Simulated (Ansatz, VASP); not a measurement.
# Cross-check of SiNi between VASP and Ansatz, part 3 of 3

Aim: how closely do two programs agree when they are given the same cell, functional and k mesh?  The cell is a member of a volume series, scaled by 0.94 from a relaxed one, so a pressure remains.

VASP 6.6.1 and Ansatz 0.2.0.

So far. Step 5 (VASP: single point, PBEsol, DFT+U): The run ends at a pressure of 8.87 GPa, with forces up to 0.12 eV/Å. Step 6 (Ansatz: single point, PBEsol, DFT+U): The run ends at a pressure of 16.91 GPa, with forces up to 0.21 eV/Å.

## 8. Ansatz: single point, PBEsol, DFT+U

Level of this step: Ansatz beside VASP: Kohn-Sham DFT, plane waves, PBEsol, DFT+U (Ansatz).

With cell and atoms fixed, the geometry can't cause a difference; cores, projectors, grids and the points listed under the comparison can. The cell compared in this pair holds 94.58 Å³, against 87.30 Å³ for the pair before.

The cell is a member of a volume series, scaled by 1.04 from a relaxed one, so a pressure remains.

input.yaml

```yaml
crystal:
  lattice:
    - [5.1028250616, 0.0, 0.0]
    - [0.0, 3.3499347114, 0.0]
    - [0.0, 0.0, 5.5326064152]
  atoms:
    - { symbol: Si, position: [0.3197511308, 0.75, 0.0869212313] }
    - { symbol: Si, position: [0.1802488692, 0.25, 0.5869212313] }
    - { symbol: Si, position: [0.8197511308, 0.75, 0.4130787687] }
    - { symbol: Si, position: [0.6802488692, 0.25, 0.9130787687] }
    - { symbol: Ni, position: [0.0098935867, 0.25, 0.1872423958], spin: 1.0 }
    - { symbol: Ni, position: [0.4901064133, 0.75, 0.6872423958], spin: 1.0 }
    - { symbol: Ni, position: [0.5098935867, 0.25, 0.3127576042], spin: 1.0 }
    - { symbol: Ni, position: [0.9901064133, 0.75, 0.8127576042], spin: 1.0 }
hamiltonian:
  xc: pbesol
  pseudopotentials: { kind: paw }
  hubbard: { sites: [{ species: Ni, l: d, u_eff: 4.0 }] }
magnetization:
  spin_polarized: true
kpoints:
  mp_grid: { grid: [5, 7, 4] }
scf:
  occupations: { method: gaussian, width: 0.05 }
  n_extra_bands: 10
output:
  forces: true
  stress: true
  eigenvalues: true
```

Started as:

```
$ ansatz run input.yaml --threads 4 --pin off --max-ram 9216MiB --backend cpu --events-out ev --progress --plain --runs-dir out
```

Numbers of over 12 decimals in the logs are rounded to 6 here.

The log of the run:

```text
[...]
Crystal: 8 atoms, lattice volume = 94.575 Å³
Basis set: ecut = 420 eV, 1853 PW (Γ), exchange–correlation on 72×48×80 points (8 copies of the dense FFT grid, shifted against one another)
Bands: 54, of which v1, the nominal top of the filled ones, is band 44 counted from 1 (43 counted from 0)
Symmetry: 8 space group operations
[...]
k-point 1 ↑: bands = [... 40 lower, 13.0785, 13.0874, 13.5090, 14.4334, 15.9027, 16.9739, 17.3133, 18.5020, ... 6 higher]
  k-point 2 ↑: bands = [... 40 lower, 13.1154, 13.1154, 14.5126, 14.5126, 15.7996, 15.7996, 18.2929, 18.2929, ... 6 higher]
  k-point 35 ↓: bands = [... 40 lower, 12.4197, 12.4197, 12.5517, 12.5517, 16.7707, 16.7707, 17.6126, 17.6126, ... 6 higher]
Occupation matrices written to <dir>
[key lines of the parts left out:]
SCF converged after 18 iterations
Magnetization: 0.0000 μB (44.0000 up, 44.0000 down)
Free energy (F): -25703.131912 eV
Fermi energy:    14.753284 eV
P = ⅓ Tr σ = -1.2230 GPa (-12.230 kbar)
```

Run time: 7.5 s. Hardware: 4 threads of Intel Xeon 6975P-C (Granite Rapids), shared host; peak memory 0.72 GiB; 27 s of CPU time.

The run ends at a pressure of -1.22 GPa, with forces up to 0.079 eV/Å.

## 9. VASP: single point, PBEsol, DFT+U

The same cell, functional, mesh and smearing now go to VASP, with its own data sets and cutoff.

INCAR

```
SYSTEM = SiNi
PREC = Accurate
ENCUT = 400
EDIFF = 1E-06
NELM = 100
ISMEAR = 0
SIGMA = 0.05
LREAL = .FALSE.
ALGO = Normal
GGA = PS
NBANDS = 43
ISPIN = 2
MAGMOM = 0 0 0 0 1 1 1 1
LDAU = .TRUE.
LDAUTYPE = 2
LDAUL = -1 2
LDAUU = 0 4
LDAUJ = 0 0
LDAUPRINT = 1
LASPH = .TRUE.
LMAXMIX = 4
LORBIT = 11
LWAVE = .FALSE.
LCHARG = .FALSE.
KPAR = 4
ISIF = 2
```

POSCAR

```
SiNi
1.0
    5.1028250616      0.0000000000      0.0000000000
    0.0000000000      3.3499347114      0.0000000000
    0.0000000000      0.0000000000      5.5326064152
Si Ni
4 4
Direct
    0.3197511308      0.7500000000      0.0869212313
    0.1802488692      0.2500000000      0.5869212313
    0.8197511308      0.7500000000      0.4130787687
    0.6802488692      0.2500000000      0.9130787687
    0.0098935867      0.2500000000      0.1872423958
    0.4901064133      0.7500000000      0.6872423958
    0.5098935867      0.2500000000      0.3127576042
    0.9901064133      0.7500000000      0.8127576042
```

KPOINTS

```
Automatic mesh
0
Gamma
5 7 4
0 0 0
```

Potentials, in the order of the species: Si and Ni (PBE family, release 64).

Started as:

```
$ mpirun -np 4 vasp_std
```

The log of the run:

```text
[... set-up lines as in an earlier step ...]
 entering main loop
       N       E                     dE             d eps       ncg     rms          rms(c)
DAV:   1     0.339346324333E+03    0.33935E+03   -0.20040E+04  6192   0.127E+03
DAV:   2    -0.147450624680E+02   -0.35409E+03   -0.33309E+03  6201   0.298E+02
DAV:   3    -0.454152726469E+02   -0.30670E+02   -0.29580E+02  6891   0.106E+02
DAV:   4    -0.461963783498E+02   -0.78111E+00   -0.77765E+00  7332   0.164E+01
[...]
DAV:  13    -0.427274228766E+02   -0.13479E-03   -0.32986E-04  7360   0.247E-01    0.341E-02
DAV:  14    -0.427274240434E+02   -0.11668E-05   -0.55925E-05  7356   0.686E-02    0.150E-02
DAV:  15    -0.427274243232E+02   -0.27982E-06   -0.40150E-06  5499   0.159E-02
   1 F= -.42727424E+02 E0= -.42727387E+02  d E =-.744232E-04  mag=    -0.0003
```

From OUTCAR (step 9):

```text
  Total       -4.3910516     -4.2111679     -4.1618094      0.0000000      0.0000000      0.0000000
  in kB      -74.3879049    -71.3405309    -70.5043586      0.0000000      0.0000000      0.0000000
  external PRESSURE =     -72.0775981 kB  Pullay stress =       0.0000000 kB

 POSITION                                       TOTAL-FORCE (eV/Angst)
 -----------------------------------------------------------------------------------
      1.63163      2.51245      0.48090        -0.049916     -0.000000     -0.030159
      0.91978      0.83748      3.24720         0.049916     -0.000000     -0.030159
      4.18305      2.51245      2.28540        -0.049916      0.000000      0.030159
      3.47119      0.83748      5.05171         0.049916      0.000000      0.030159
      0.05049      0.83748      1.03594        -0.056312     -0.000000      0.076757
      2.50093      2.51245      3.80224         0.056312      0.000000      0.076757
      2.60190      0.83748      1.73036        -0.056312      0.000000     -0.076757
      5.05234      2.51245      4.49667         0.056312     -0.000000     -0.076757
 -----------------------------------------------------------------------------------
    total drift:                                0.000000      0.000000      0.000000

  FREE ENERGIE OF THE ION-ELECTRON SYSTEM (eV)
  ---------------------------------------------------
  free  energy   TOTEN  =       -42.7274243232 eV

  energy  without entropy=      -42.7273499000  energy(sigma->0) =      -42.72738711

[... 2 parts as in an earlier step ...]

[... 2 further parts left out ...]
[key lines of the parts left out:]
E-fermi :  10.3231
```

The run ends at a pressure of -7.21 GPa, with forces up to 0.095 eV/Å.

## 10. Comparison

Compared:

```
      quantity  Ansatz   VASP  difference
pressure (GPa)   -1.22  -7.21       +5.98
```

Forces (eV/Å; atoms numbered as in POSCAR):

```
atom         Ansatz x, y, z           VASP x, y, z
 Si1   0.065, 0.000, -0.045  -0.050, 0.000, -0.030
 Si2  -0.065, 0.000, -0.045   0.050, 0.000, -0.030
 Si3    0.065, 0.000, 0.045   -0.050, 0.000, 0.030
 Si4   -0.065, 0.000, 0.045    0.050, 0.000, 0.030
 Ni5   -0.042, 0.000, 0.054   -0.056, 0.000, 0.077
 Ni6    0.042, 0.000, 0.054    0.056, 0.000, 0.077
 Ni7  -0.042, 0.000, -0.054  -0.056, 0.000, -0.077
 Ni8   0.042, 0.000, -0.054   0.056, 0.000, -0.077
```

The forces differ by 49 meV/Å r.m.s., which is 106.5 % of the r.m.s. force of 0.05 eV/Å (both taken over all components). Ansatz's pressure holds a Pulay correction of 0.05 GPa; VASP's holds none.

## 11. Results

```
r.m.s. force difference (single point, PBEsol, DFT+U, volume scaled by 0.94) : 65 meV/Å
r.m.s. force difference (single point, PBEsol, DFT+U, volume scaled by 0.96) : 61 meV/Å
r.m.s. force difference (single point, PBEsol, DFT+U, volume scaled by 1.04) : 49 meV/Å
```

What this shows: The r.m.s. force difference is 65 meV/Å (single point, PBEsol, DFT+U), beyond the 12 meV/Å picked in this series as the mark of a large difference. 1 further run on this material is not shown. How closely two codes agree says nothing of how well the functional describes the real material.

[Lines on the potential files, build, host, timing and source positions are cut from VASP's logs without a mark.]

[Logs are printed without paths, hosts, clocks, repeated set-up lines and the standing remarks that a program may print on its own settings, such as how far it seeks lower states.]

[Hosts, paths, dates, database ids (printed as entryN), source tags and the programs' standing remarks are cut or masked in the printed files.]
